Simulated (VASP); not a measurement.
Here is the system:

```
CELL_PARAMETERS angstrom
      0.00000     2.55678     2.55678
      2.55678     0.00000     2.55678
      2.55678     2.55678     0.00000
ATOMIC_POSITIONS crystal
  Pb 0.00000 0.00000 0.00000
  O  0.25000 0.25000 0.25000
```

Method: PBEsol GGA, VASP's PBE PAW potentials (set 64) (plane waves; VASP). Run with 620 eV cut-off, 12×12×12 Γ-centred mesh, first-order Methfessel-Paxton smearing of 0.10 eV, potentials Pb_d O.

Energy and stress use the plane-wave basis of the starting cell.

Q: The ions, cell shape and volume at an external pressure of 45.0 GPa are relaxed. Predict the relaxed structure.

A: 
```
CELL_PARAMETERS angstrom
      0.00000     2.49444     2.49444
      2.49444     0.00000     2.49444
      2.49444     2.49444     0.00000
ATOMIC_POSITIONS crystal
  Pb 0.00000 0.00000 0.00000
  O  0.25000 0.25000 0.25000
```
Space group F-43m (216), at a tolerance of 0.03 Å.

Q: How do energy and volume change from the first to the last step?

A: The energy (σ→0) changes by +275.7 meV/atom and the volume by -7.1 %, in 4 ionic steps.

The structure was generated: PbO was put into the zinc blende type (F-43m), which need not be its known phase. This run relaxes it under an external pressure of 45 GPa. Symmetry was kept, so distortions that lower it aren't found.
